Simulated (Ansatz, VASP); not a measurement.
# Cross-check of Ga2S3O12 (Ga2S3O12 (R-3)) between VASP and Ansatz

Aim: how closely do two programs agree when they are given the same cell, functional and k mesh? Of the first pair: The structure shown is the start of the Ansatz relaxation below; VASP solves that cell, so the two are compared at the walk's first step.

Main program and level: Ansatz 0.2.0; plane waves, with VASP 6.6.1 beside it; r2SCAN.

### 1. Set-up

The structure is trigonal, space group R-3 (No. 148). The conventional cell has a = 8.081 Å, b = 8.081 Å, c = 21.944 Å, α = 90.00°, β = 90.00°, γ = 120.00°. Nearest to Ga lie 6 O at 1.95 Å. Ga has 6 O at 1.95 to 1.96 Å nearest. S has 4 O at 1.46 to 1.47 Å nearest. Nearest to O lie 1 S at 1.46 Å and 1 Ga at 1.95 Å. Nearest to O lie 1 S at 1.47 Å and 1 Ga at 1.96 Å. O has 1 S at 1.47 Å and 1 Ga at 1.95 Å nearest. Farther neighbours and most contacts between anions are not listed.

### 2. Ansatz: relaxation, r2SCAN

Ansatz runs on its PAW soft_1 files.

The two programs are compared at the cell with which this relaxation starts, whose forces are those of its first step.

input.yaml

```yaml
crystal:
  lattice:
    - [4.0403184, 2.3326789, 7.3147371]
    - [-4.0403184, 2.3326789, 7.3147371]
    - [0.0, -4.6653578, 7.3147371]
  atoms:
    - { symbol: Ga, position: [0.85623598, 0.85623598, 0.85623598] }
    - { symbol: Ga, position: [0.14376402, 0.14376402, 0.14376402] }
    - { symbol: Ga, position: [0.65064983, 0.65064983, 0.65064983] }
    - { symbol: Ga, position: [0.34935017, 0.34935017, 0.34935017] }
    - { symbol: S, position: [0.96099697, 0.24878061, 0.5421202] }
    - { symbol: S, position: [0.5421202, 0.96099697, 0.24878061] }
    - { symbol: S, position: [0.24878061, 0.5421202, 0.96099697] }
    - { symbol: S, position: [0.03900303, 0.75121939, 0.4578798] }
    - { symbol: S, position: [0.4578798, 0.03900303, 0.75121939] }
    - { symbol: S, position: [0.75121939, 0.4578798, 0.03900303] }
    - { symbol: O, position: [0.98618424, 0.20310708, 0.38887258] }
    - { symbol: O, position: [0.38887258, 0.98618424, 0.20310708] }
    - { symbol: O, position: [0.20310708, 0.38887258, 0.98618424] }
    - { symbol: O, position: [0.01381576, 0.79689292, 0.61112742] }
    - { symbol: O, position: [0.61112742, 0.01381576, 0.79689292] }
    - { symbol: O, position: [0.79689292, 0.61112742, 0.01381576] }
    - { symbol: O, position: [0.15585543, 0.21381802, 0.52597551] }
    - { symbol: O, position: [0.52597551, 0.15585543, 0.21381802] }
    - { symbol: O, position: [0.21381802, 0.52597551, 0.15585543] }
    - { symbol: O, position: [0.84414457, 0.78618198, 0.47402449] }
    - { symbol: O, position: [0.47402449, 0.84414457, 0.78618198] }
    - { symbol: O, position: [0.78618198, 0.47402449, 0.84414457] }
    - { symbol: O, position: [0.82609135, 0.45862196, 0.51452539] }
    - { symbol: O, position: [0.51452539, 0.82609135, 0.45862196] }
    - { symbol: O, position: [0.45862196, 0.51452539, 0.82609135] }
    - { symbol: O, position: [0.17390865, 0.54137804, 0.48547461] }
    - { symbol: O, position: [0.48547461, 0.17390865, 0.54137804] }
    - { symbol: O, position: [0.54137804, 0.48547461, 0.17390865] }
    - { symbol: O, position: [0.87214571, 0.11771071, 0.74187684] }
    - { symbol: O, position: [0.74187684, 0.87214571, 0.11771071] }
    - { symbol: O, position: [0.11771071, 0.74187684, 0.87214571] }
    - { symbol: O, position: [0.12785429, 0.88228929, 0.25812316] }
    - { symbol: O, position: [0.25812316, 0.12785429, 0.88228929] }
    - { symbol: O, position: [0.88228929, 0.25812316, 0.12785429] }
basis:
  ecutwfc: 500
  xc_grid: 2
hamiltonian:
  xc: r2scan
  pseudopotentials: { kind: paw, azcp: { folder: soft_1 } }
kpoints:
  mp_grid: { grid: [4, 4, 4] }
scf:
  occupations: { method: fermi_dirac, width: 0.01 }
  max_iter: 150
output:
  forces: true
  stress: true
relax:
  f_tol: 0.01
  max_steps: 60
  cell: {}
checkpoint:
  write: "../r2scan.run"
  compress: false
  write_wavefunctions: false
  write_every: 100000
```

The run is started by

```sh
$ ansatz run input.yaml --threads 4 --pin off --max-ram 6594MiB --backend cpu --events-out ev --progress --plain --runs-dir out
```

Numbers of over 12 decimals in the logs are rounded to 6 here.

What it wrote:

```text
Engine: ansatz 0.2.0, aarch64-unknown-linux-gnu
Pseudopotentials: kind: paw
Pseudopotential: Ga, paw, valence charge 13, recommended cutoff 500 eV (meta_gga), soft_1/Ga.paw.azcp
Pseudopotential: S, paw, valence charge 6, recommended cutoff 500 eV (meta_gga), soft_1/S.paw.azcp
Pseudopotential: O, paw, valence charge 6, recommended cutoff 500 eV (meta_gga), soft_1/O.paw.azcp
Functional definition: r2SCAN
  parameter k0 = 0.174
  parameter k1 = 0.065
  parameter a1 = 4.9479
  exchange = r2scan_x(k0 = k0, k1 = k1, a1 = a1)
  correlation = r2scan_c
Crystal: 34 atoms, lattice volume = 413.638 Å³
Basis set: ecut = 500 eV, 10509 PW (Γ), exchange–correlation on 128×128×128 points (8 copies of the dense FFT grid, shifted against one another)
Bands: 150, of which v1, the nominal top of the filled ones, is band 116 counted from 1 (115 counted from 0)
Symmetry: 6 space group operations
Space group: R-3 (ITA 148), of the structure as read, at distance tolerance 7.5e-5 Å
k-points: 14 of 64
Non-local potential: Ga, projectors of the file, l = 0: 2, l = 1: 2, l = 2: 3, l = 3: 1
Non-local potential: S, projectors of the file, l = 0: 2, l = 1: 2, l = 2: 1
Non-local potential: O, projectors of the file, l = 0: 2, l = 1: 2, l = 2: 1
PAW form: soft (Blöchl's): semilocal exchange-correlation on the pseudo side does not see the compensation charge
PAW frozen core: Ga, regenerated for the run's functional (the file was generated under x = pbe(κ = 0.804, μ = 0.219515), c = pbe(β = 0.066725))
PAW frozen core: S, regenerated for the run's functional (the file was generated under x = pbe(κ = 0.804, μ = 0.219515), c = pbe(β = 0.066725))
PAW frozen core: O, regenerated for the run's functional (the file was generated under x = pbe(κ = 0.804, μ = 0.219515), c = pbe(β = 0.066725))
PAW one-centre angular grid: Ga, 590 points (default); XC on 160 Gauss nodes
PAW one-centre angular grid: S, 302 points (default); XC on 160 Gauss nodes
PAW one-centre angular grid: O, 302 points (default); XC on 160 Gauss nodes
Initial density: superposition of atomic densities (chi_scale 0.1, normalization cell, long waves kept (reshape's long-wave potential 0.17 eV rms))
Initial wavefunctions: pseudopotential atomic-orbital guess
Functional: x = r2scan, c = r2scan; τ floored in thin density (d = 2e-4 eV/Å³)
SCF iter   1: F=—  HF=-34253.103030 eV  |F-HF|=—  |Δ(HF+E_count)|=         —  Δρ=1.45e-1  dr2=6.92e1  dr2_τ=6.21e0  ethr=3.10e-3  ⟨swp⟩=6.0  Hψ=9568  notcnv=0  defer=41
preconditioner: auto → Resta (q_TF=auto, 2.478 Å⁻¹)  ε∞=2.8  [insulator: Δε(μ)=5.917 eV  Ē_g=20.711 eV  σ=0.010 eV  W_gap=1.00  n_scr=118 (ndim 8)  ℏωp=27.8 eV  f_vac=0.137  D(μ)=0.00/eV (n_scr^D=0)  ε∞_Penn≈2.8]
SCF iter   2: F=—  HF=-34235.041219 eV  |F-HF|=—  |Δ(HF+E_count)|=    1.81e1  Δρ=5.23e-2  dr2=5.08e0  dr2_τ=1.34e0  ethr=3.10e-3  ⟨swp⟩=3.1  Hψ=4738  notcnv=0  defer=420
SCF iter   3: F=—  HF=-34234.540819 eV  |F-HF|=—  |Δ(HF+E_count)|=   5.00e-1  Δρ=2.15e-2  dr2=9.27e-1  dr2_τ=5.18e-2  ethr=2.19e-3  ⟨swp⟩=2.5  Hψ=2735  notcnv=0  defer=196
automatic band count: iteration 3 solves 134 bands in place of 150: the levels show a gap, and the empty bands left out lie too high to hold charge; the band table lists the bands solved (type scf.n_extra_bands for more)
SCF iter   4: F=—  HF=-34234.457674 eV  |F-HF|=—  |Δ(HF+E_count)|=   8.31e-2  Δρ=3.53e-3  dr2=2.62e-2  dr2_τ=3.54e-3  ethr=4.00e-4  ⟨swp⟩=2.1  Hψ=3025  notcnv=0  defer=196
SCF iter   5: F=—  HF=-34234.483096 eV  |F-HF|=—  |Δ(HF+E_count)|=   2.54e-2  Δρ=9.82e-4  dr2=4.08e-3  dr2_τ=3.47e-4  ethr=1.13e-5  ⟨swp⟩=3.0  Hψ=3374  notcnv=0  defer=196
SCF iter   6: F=—  HF=-34234.485788 eV  |F-HF|=—  |Δ(HF+E_count)|=   2.69e-3  Δρ=6.43e-4  dr2=1.37e-3  dr2_τ=1.33e-4  ethr=1.76e-6  ⟨swp⟩=2.1  Hψ=3379  notcnv=0  defer=196
SCF iter   7: F=—  HF=-34234.484772 eV  |F-HF|=—  |Δ(HF+E_count)|=   1.02e-3  Δρ=1.30e-4  dr2=9.07e-5  dr2_τ=2.54e-6  ethr=5.92e-7  ⟨swp⟩=2.6  Hψ=4025  notcnv=0  defer=196
SCF iter   8: F=—  HF=-34234.484614 eV  |F-HF|=—  |Δ(HF+E_count)|=   1.58e-4  Δρ=5.05e-5  dr2=1.09e-5  dr2_τ=8.75e-7  ethr=3.91e-8  ⟨swp⟩=2.6  Hψ=3829  notcnv=0  defer=196
SCF iter   9: F=—  HF=-34234.484628 eV  |F-HF|=—  |Δ(HF+E_count)|=   1.39e-5  Δρ=2.95e-5  dr2=2.90e-6  dr2_τ=2.58e-7  ethr=4.71e-9  ⟨swp⟩=2.6  Hψ=3909  notcnv=0  defer=196
SCF iter  10: F=—  HF=-34234.484630 eV  |F-HF|=—  |Δ(HF+E_count)|=   1.71e-6  Δρ=1.09e-5  dr2=4.63e-7  dr2_τ=4.32e-8  ethr=1.25e-9  ⟨swp⟩=2.3  Hψ=3478  notcnv=0  defer=196
SCF iter  11: F=-34234.484630 eV  HF=-34234.484630 eV  |F-HF|=6.52e-8  |Δ(HF+E_count)|=   4.58e-7  Δρ=3.64e-6  dr2=5.59e-8  dr2_τ=6.00e-9  ethr=4.31e-11  ⟨swp⟩=6.0  Hψ=8331  notcnv=0
SCF 1 converged in 11 iterations: F = -34234.484630 eV  dr2 = 5.59e-8
[...]
SCF iter   6: F=-34234.514349 eV  HF=-34234.514349 eV  |F-HF|=7.57e-10  |Δ(HF+E_count)|=   1.73e-9  Δρ=7.90e-7  dr2=2.66e-9  dr2_τ=1.22e-10  ethr=3.25e-12  ⟨swp⟩=5.0  Hψ=7533  notcnv=0
SCF 6 converged in 6 iterations: F = -34234.514349 eV  dr2 = 2.66e-9
[...]
basis re-selected at this cell: Δ(F+E_penalty+E_count) = -9.990e-4 eV, ΔP = -0.003 GPa vs the last step (what re-selecting the basis moved, of the pressure what is left beyond the Pulay correction that the steps carried, after the strain that the cell walked since its last selection, with what the two solves' SCF thresholds leave and, on support functions, any second-order correction that the steps lacked; it is no m [...]
SCF converged after 4 iterations
Free energy (F): -34234.515349 eV
Harris-Foulkes:  -34234.515349 eV  (|F-HF|=4.07e-10)
Internal energy: -34234.515349 eV  (E = F + TS)
E sigma→0 (E₀):  -34234.515349 eV
Fermi energy:    5.675454 eV
--- Per-component energies (eV) ---
  E_band       = -1414.390285
  E_kinetic    = 5260.343307
  E_local      = -20433.407035  (includes V_loc(G=0)·N_el)
  E_nonlocal   = 1109.855075
  E_hartree    = 9312.189453
  E_xc         = -2432.544627
  E_vxc        = -3227.542335  (∫ρ·V_xc dr)
  E_paw        = -15757.497327  (= ΣΔE_a)
  E_vpaw       = -2952.557864  (= ΣTr[D̂ρ^β])
  E_aug_tail   = 0.006654  (compensation charges beyond the density's cutoff)
  E_vtau       = 204.534198  (kinetic-family band-sum trace: ∫τ·v_τ [+ j·A + Jᵃ·Aᵃ] dr)
  E_ewald      = -11289.423401
  E_core_change = -4.037449  (= ΣΔE_core)
  E_smearing   = -0.000000  (= −TS)
  E_closure    = -0.000000  (closes the sum)
  Σ components = -34234.515349   (vs F -34234.515349, Δ=0.00e0)
--- Forces (eV/Å), atoms counted from 1 ---
  atom   1  Ga    -0.00000000    -0.00000000    -0.00129120
  atom   2  Ga     0.00000000     0.00000000     0.00129120
  atom   3  Ga    -0.00000000     0.00000000    -0.00207281
  atom   4  Ga     0.00000000    -0.00000000     0.00207281
  atom   5  S      0.00038894     0.00011882     0.00085580
  atom   6  S     -0.00029737     0.00027742     0.00085580
  atom   7  S     -0.00009157    -0.00039624     0.00085580
  atom   8  S     -0.00038894    -0.00011882    -0.00085580
  atom   9  S      0.00029737    -0.00027742    -0.00085580
  atom  10  S      0.00009157     0.00039624    -0.00085580
  atom  11  O      0.00078691    -0.00000234    -0.00117259
  atom  12  O     -0.00039143     0.00068266    -0.00117259
  atom  13  O     -0.00039548    -0.00068032    -0.00117259
  atom  14  O     -0.00078691     0.00000234     0.00117259
  atom  15  O      0.00039143    -0.00068266     0.00117259
  atom  16  O      0.00039548     0.00068032     0.00117259
  atom  17  O      0.00011299     0.00030002    -0.00065713
  atom  18  O     -0.00031633    -0.00005216    -0.00065713
  atom  19  O      0.00020333    -0.00024787    -0.00065713
  atom  20  O     -0.00011299    -0.00030002     0.00065713
  atom  21  O      0.00031633     0.00005216     0.00065713
  atom  22  O     -0.00020333     0.00024787     0.00065713
  atom  23  O     -0.00086902    -0.00023246     0.00003153
  atom  24  O      0.00063582    -0.00063636     0.00003153
  atom  25  O      0.00023319     0.00086882     0.00003153
  atom  26  O      0.00086902     0.00023246    -0.00003153
  atom  27  O     -0.00063582     0.00063636    -0.00003153
  atom  28  O     -0.00023319    -0.00086882    -0.00003153
  atom  29  O     -0.00072815     0.00021613     0.00002724
  atom  30  O      0.00017690    -0.00073866     0.00002724
  atom  31  O      0.00055125     0.00052253     0.00002724
  atom  32  O      0.00072815    -0.00021613    -0.00002724
  atom  33  O     -0.00017690     0.00073866    -0.00002724
  atom  34  O     -0.00055125    -0.00052253    -0.00002724
  max |Σ_I F_I| component: 1.30e-18 eV/Å
--- Stress (GPa, compression-positive) ---
       -0.005747      -0.000000      -0.000000
        0.000000      -0.005747       0.000000
       -0.000000       0.000000      -0.001013
  P = ⅓ Tr σ = -0.0042 GPa (-0.042 kbar)
--- Relaxed structure (6 steps of the walk, 6 accepted, 1 SCFs on fresh bases) ---
  F+E_penalty+E_count = -34234.51534852 eV   max|allowed force component| = 2.073e-3 eV/Å   (the final SCF, on the basis selected at the relaxed cell)
  cell:  # Å, volume = 415.0501 Å³
    - [4.040305, 2.332671, 7.339756]
    - [-4.040305, 2.332671, 7.339756]
    - [0, -4.665342, 7.339756]
  atoms:
    - { symbol: Ga, position: [0.856011, 0.856011, 0.856011] }
    - { symbol: Ga, position: [0.143989, 0.143989, 0.143989] }
    - { symbol: Ga, position: [0.651174, 0.651174, 0.651174] }
    - { symbol: Ga, position: [0.348826, 0.348826, 0.348826] }
    - { symbol: S, position: [0.960959, 0.248920, 0.542130] }
    - { symbol: S, position: [0.542130, 0.960959, 0.248920] }
    - { symbol: S, position: [0.248920, 0.542130, 0.960959] }
    - { symbol: S, position: [0.039041, 0.751080, 0.457870] }
    - { symbol: S, position: [0.457870, 0.039041, 0.751080] }
    - { symbol: S, position: [0.751080, 0.457870, 0.039041] }
    - { symbol: O, position: [0.984925, 0.204449, 0.388315] }
    - { symbol: O, position: [0.388315, 0.984925, 0.204449] }
    - { symbol: O, position: [0.204449, 0.388315, 0.984925] }
    - { symbol: O, position: [0.015075, 0.795551, 0.611685] }
    - { symbol: O, position: [0.611685, 0.015075, 0.795551] }
    - { symbol: O, position: [0.795551, 0.611685, 0.015075] }
    - { symbol: O, position: [0.157187, 0.211750, 0.525755] }
    - { symbol: O, position: [0.525755, 0.157187, 0.211750] }
    - { symbol: O, position: [0.211750, 0.525755, 0.157187] }
    - { symbol: O, position: [0.842813, 0.788250, 0.474245] }
    - { symbol: O, position: [0.474245, 0.842813, 0.788250] }
    - { symbol: O, position: [0.788250, 0.474245, 0.842813] }
    - { symbol: O, position: [0.826811, 0.459974, 0.514469] }
    - { symbol: O, position: [0.514469, 0.826811, 0.459974] }
    - { symbol: O, position: [0.459974, 0.514469, 0.826811] }
    - { symbol: O, position: [0.173189, 0.540026, 0.485531] }
    - { symbol: O, position: [0.485531, 0.173189, 0.540026] }
    - { symbol: O, position: [0.540026, 0.485531, 0.173189] }
    - { symbol: O, position: [0.870957, 0.117627, 0.742679] }
    - { symbol: O, position: [0.742679, 0.870957, 0.117627] }
    - { symbol: O, position: [0.117627, 0.742679, 0.870957] }
    - { symbol: O, position: [0.129043, 0.882373, 0.257321] }
    - { symbol: O, position: [0.257321, 0.129043, 0.882373] }
    - { symbol: O, position: [0.882373, 0.257321, 0.129043] }
```

The column dr2 measures how far the density is from self-consistency, as an energy; F and HF (Harris–Foulkes) agree once it is small.

### 3. VASP: single point, r2SCAN, start cell, pair 1

The same cell, functional, mesh and smearing now go to VASP, with its own data sets.

Lines of VASP's logs that name or quote its potential files are left out, and so is its time.

INCAR

```
SYSTEM = Ga2S3O12
PREC = Accurate
ENCUT = 580
EDIFF = 1E-06
NELM = 120
ISMEAR = -1
SIGMA = 0.01
LREAL = Auto
ALGO = Normal
METAGGA = R2SCAN
LASPH = .TRUE.
NBANDS = 140
LORBIT = 11
LWAVE = .FALSE.
LCHARG = .FALSE.
ISIF = 2
GGA_COMPAT = .FALSE.
EFERMI = MIDGAP
LMIXTAU = .TRUE.
KPAR = 4
```

POSCAR

```
Ga2S3O12
1.0
    4.0403180000      2.3326790000      7.3147370000
   -4.0403180000      2.3326790000      7.3147370000
    0.0000000000     -4.6653580000      7.3147370000
Ga S O
4 6 24
Direct
    0.8562359795      0.8562359795      0.8562359795
    0.1437640205      0.1437640205      0.1437640205
    0.6506498229      0.6506498229      0.6506498229
    0.3493501771      0.3493501771      0.3493501771
    0.9609969998      0.2487806191      0.5421201595
    0.5421201595      0.9609969998      0.2487806191
    0.2487806191      0.5421201595      0.9609969998
    0.0390030002      0.7512193809      0.4578798405
    0.4578798405      0.0390030002      0.7512193809
    0.7512193809      0.4578798405      0.0390030002
    0.9861842534      0.2031070575      0.3888726067
    0.3888726067      0.9861842534      0.2031070575
    0.2031070575      0.3888726067      0.9861842534
    0.0138157466      0.7968929425      0.6111273933
    0.6111273933      0.0138157466      0.7968929425
    0.7968929425      0.6111273933      0.0138157466
    0.1558554633      0.2138179918      0.5259754930
    0.5259754930      0.1558554633      0.2138179918
    0.2138179918      0.5259754930      0.1558554633
    0.8441445367      0.7861820082      0.4740245070
    0.4740245070      0.8441445367      0.7861820082
    0.7861820082      0.4740245070      0.8441445367
    0.8260913534      0.4586219735      0.5145253880
    0.5145253880      0.8260913534      0.4586219735
    0.4586219735      0.5145253880      0.8260913534
    0.1739086466      0.5413780265      0.4854746120
    0.4854746120      0.1739086466      0.5413780265
    0.5413780265      0.4854746120      0.1739086466
    0.8721457493      0.1177106671      0.7418768639
    0.7418768639      0.8721457493      0.1177106671
    0.1177106671      0.7418768639      0.8721457493
    0.1278542507      0.8822893329      0.2581231361
    0.2581231361      0.1278542507      0.8822893329
    0.8822893329      0.2581231361      0.1278542507
```

KPOINTS

```
Automatic mesh
0
Gamma
4 4 4
0 0 0
```

Potentials, in the order of the species: Ga_d, S and O (PBE family, release 64).

The run is started by

```sh
$ mpirun -np 4 vasp_std
```

What it wrote:

```text
[banner, memory and clock lines left out]
running    4 mpi-ranks, on    1 nodes
[...]
|                                                                             |
|               ----> ADVICE to this user running VASP <----                  |
|                                                                             |
|     You enforced a specific xc type in the INCAR file but a different       |
|     [... a line on the potential file left out ...]
|     I HOPE YOU KNOW WHAT YOU ARE DOING!                                     |
|                                                                             |

 LDA part: xc-table for (None), standard interpolation
 POSCAR, INCAR and KPOINTS ok, starting setup
[...]
entering main loop
       N       E                     dE             d eps       ncg     rms          rms(c)
DAV:   1     0.408944525315E+04    0.40894E+04   -0.10874E+05  4632   0.234E+03
DAV:   2     0.576630078981E+03   -0.35128E+04   -0.32752E+04  4552   0.752E+02
DAV:   3    -0.305562602801E+03   -0.88219E+03   -0.85192E+03  4632   0.285E+02
DAV:   4    -0.385528700140E+03   -0.79966E+02   -0.79062E+02  5104   0.967E+01
[...]
DAV:  21    -0.292710220668E+03   -0.12278E-04   -0.11460E-05  4608   0.171E-02    0.163E-03
DAV:  22    -0.292710224313E+03   -0.36450E-05   -0.19125E-06  2888   0.677E-03    0.809E-04
DAV:  23    -0.292710224004E+03    0.30886E-06   -0.68283E-07  2800   0.480E-03
   1 F= -.29271022E+03 E0= -.29271022E+03  d E =0.000000E+00
```

OUTCAR, selected parts (step 3):

```text
  Total        0.2544631      0.2544632      0.2125465     -0.0000014      0.0000000      0.0000000
  in kB        0.9856323      0.9856325      0.8232734     -0.0000056      0.0000000      0.0000000
  external PRESSURE =       0.9315127 kB  Pullay stress =       0.0000000 kB

 POSITION                                       TOTAL-FORCE (eV/Angst)
 -----------------------------------------------------------------------------------
      0.00000      0.00000     18.78942         0.000000      0.000000      0.010362
      0.00000      0.00000      3.15479         0.000000      0.000000     -0.010362
      0.00000      0.00000     14.27800         0.000000      0.000000     -0.021939
      0.00000      0.00000      7.66621         0.000000      0.000000      0.021939
      2.87758      0.29284     12.81467         0.001080      0.002135      0.001175
     -1.69240      2.34564     12.81467        -0.002389     -0.000132      0.001175
     -1.18519     -2.63848     12.81467         0.001309     -0.002003      0.001175
     -2.87758     -0.29284      9.12954        -0.001080     -0.002135     -0.001175
      1.69240     -2.34564      9.12954         0.002389      0.000132     -0.001175
      1.18519      2.63848      9.12954        -0.001309      0.002003     -0.001175
      3.16388      0.96000     11.54385         0.001705     -0.000356     -0.004813
     -2.41333      2.26000     11.54385        -0.000544      0.001655     -0.004813
     -0.75055     -3.22000     11.54385        -0.001161     -0.001299     -0.004813
     -3.16388     -0.96000     10.40036        -0.001705      0.000356      0.004813
[...]
-----------------------------------------------------------------------------------
    total drift:                                0.000000     -0.000000      0.000000

  FREE ENERGIE OF THE ION-ELECTRON SYSTEM (eV)
  ---------------------------------------------------
  free  energy   TOTEN  =      -292.7102240038 eV

  energy  without entropy=     -292.7102240038  energy(sigma->0) =     -292.71022400

[... 3 further parts left out ...]
[key lines of the parts left out:]
E-fermi :   3.2917
```

The run ends at a pressure of 0.09 GPa, with forces up to 0.030 eV/Å.

### 4. Side by side

Known differences besides the potentials themselves: VASP keeps PBE cores, Ansatz makes them for the functional; the cutoff is 500 eV in Ansatz and 580 eV in VASP (PREC = Accurate, projectors in real space). Total energies have different zeros and are not compared.

The largest component of a force difference here is 391 meV/Å.

(Part 1 of 2 ends here.)

[Lines on the potential files, build, host, timing and source positions are cut from VASP's logs without a mark.]

[Logs are printed without paths, hosts, clocks, repeated set-up lines and the standing remarks that a program may print on its own settings, such as how far it seeks lower states.]

[Hosts, paths, dates, database ids (printed as entryN), source tags and the programs' standing remarks are cut or masked in the printed files.]
